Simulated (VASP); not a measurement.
Computed with vdW-DF2, VASP's PBE PAW potentials (set 64) (plane waves; VASP).

Input for VASP

**POSCAR**
```
TiCo
1
    3.0506962610     0.0000000000     0.0000000000
    0.0000000000     3.0506962610     0.0000000000
    0.0000000000     0.0000000000     3.0506962610
Ti Co
1 1
Direct
  0.0000000000   0.0000000000   0.0000000000
  0.5000000000   0.5000000000   0.5000000000
```

**KPOINTS**
```
Automatic
0
G
12 12 12
```

### INCAR
```
LCHARG  =  .False.
LASPH  =  .True.
ALGO  =  Normal   ! blocked Davidson
LREAL  =  .False.   ! projection in real space or not
PREC  =  Accurate
NELM  =  100
SIGMA  =  0.1
LWAVE  =  .False.
ENCUT  =  520   ! plane-wave cut-off (eV)
ISMEAR  =  1
LUSE_VDW  =  .True.
SYSTEM  =  TiCo
GGA  =  ML
ZAB_VDW  =  -1.8867
AGGAC  =  0.0
LMAXMIX  =  4
ISIF  =  2
EDIFF  =  1E-7   ! SCF stop (eV)
```

POTCAR, in this order: Ti_sv Co (PBE.64 set). Program: vasp_std.

What VASP printed:

**OSZICAR**
```
       N       E                     dE             d eps       ncg     rms          rms(c)
DAV:   1     0.156729131375E+03    0.15673E+03   -0.10563E+04  2352   0.186E+03
DAV:   2    -0.146706124022E+01   -0.15820E+03   -0.15566E+03  2382   0.405E+02
DAV:   3    -0.105623932553E+02   -0.90953E+01   -0.90135E+01  3868   0.106E+02
DAV:   4    -0.108329130765E+02   -0.27052E+00   -0.26732E+00  2870   0.149E+01
DAV:   5    -0.108448409545E+02   -0.11928E-01   -0.11925E-01  3538   0.294E+00    0.106E+01
DAV:   6    -0.900861496652E+01    0.18362E+01   -0.11191E+01  3212   0.394E+01    0.628E+00
DAV:   7    -0.105414208889E+02   -0.15328E+01   -0.15945E+01  3392   0.452E+01    0.124E+01
DAV:   8    -0.883969036247E+01    0.17017E+01   -0.71212E+00  3480   0.315E+01    0.146E+00
DAV:   9    -0.887436917366E+01   -0.34679E-01   -0.27430E-01  3346   0.394E+00    0.197E+00
DAV:  10    -0.885459992207E+01    0.19769E-01   -0.16501E-01  3582   0.440E+00    0.310E-01
DAV:  11    -0.885449063089E+01    0.10929E-03   -0.35549E-03  3082   0.678E-01    0.127E-01
DAV:  12    -0.885429710571E+01    0.19353E-03   -0.57984E-04  3642   0.289E-01    0.366E-02
DAV:  13    -0.885429225199E+01    0.48537E-05   -0.32128E-05  2618   0.649E-02    0.118E-02
DAV:  14    -0.885429192833E+01    0.32366E-06   -0.60644E-06  3586   0.273E-02    0.454E-03
DAV:  15    -0.885429149582E+01    0.43251E-06   -0.31354E-06  3234   0.178E-02    0.277E-03
DAV:  16    -0.885429161242E+01   -0.11659E-06   -0.12848E-07  1534   0.470E-03    0.173E-03
DAV:  17    -0.885429151668E+01    0.95734E-07   -0.15080E-07  1842   0.270E-03
   1 F= -.88542915E+01 E0= -.88536054E+01  d E =-.205820E-02
```

File OUTCAR:
```
------------------------ aborting loop because EDIFF is reached ----------------------------------------
  FORCE on cell =-STRESS in cart. coord.  units (eV):
  Direction    XX          YY          ZZ          XY          YZ          ZX
  --------------------------------------------------------------------------------------
  Total       -0.8061569     -0.8061569     -0.8061569      0.0000000      0.0000000      0.0000000
  in kB      -45.4918126    -45.4918126    -45.4918126      0.0000000      0.0000000      0.0000000
  external PRESSURE =     -45.4918126 kB  Pullay stress =       0.0000000 kB
  volume of cell :       28.39
      direct lattice vectors                 reciprocal lattice vectors
     3.050696261  0.000000000  0.000000000     0.327794023  0.000000000  0.000000000
     0.000000000  3.050696261  0.000000000     0.000000000  0.327794023  0.000000000
     0.000000000  0.000000000  3.050696261     0.000000000  0.000000000  0.327794023
 POSITION                                       TOTAL-FORCE (eV/Angst)
 -----------------------------------------------------------------------------------
      0.00000      0.00000      0.00000         0.000000      0.000000      0.000000
      1.52535      1.52535      1.52535         0.000000      0.000000      0.000000
 -----------------------------------------------------------------------------------
    total drift:                                0.000000      0.000000     -0.000000
  FREE ENERGIE OF THE ION-ELECTRON SYSTEM (eV)
  ---------------------------------------------------
  free  energy   TOTEN  =        -8.8542915167 eV

  energy  without entropy=       -8.8522333160  energy(sigma->0) =       -8.85360545
```
(Selected blocks of OUTCAR.)

The compound is TiCo in the CsCl type structure. This cell is one point of a volume scan, at 1.03 of the reference volume. The run is not spin-polarised, so no magnetic state was tried. The electron count is odd and the run is not spin-polarised, which forces a metal.
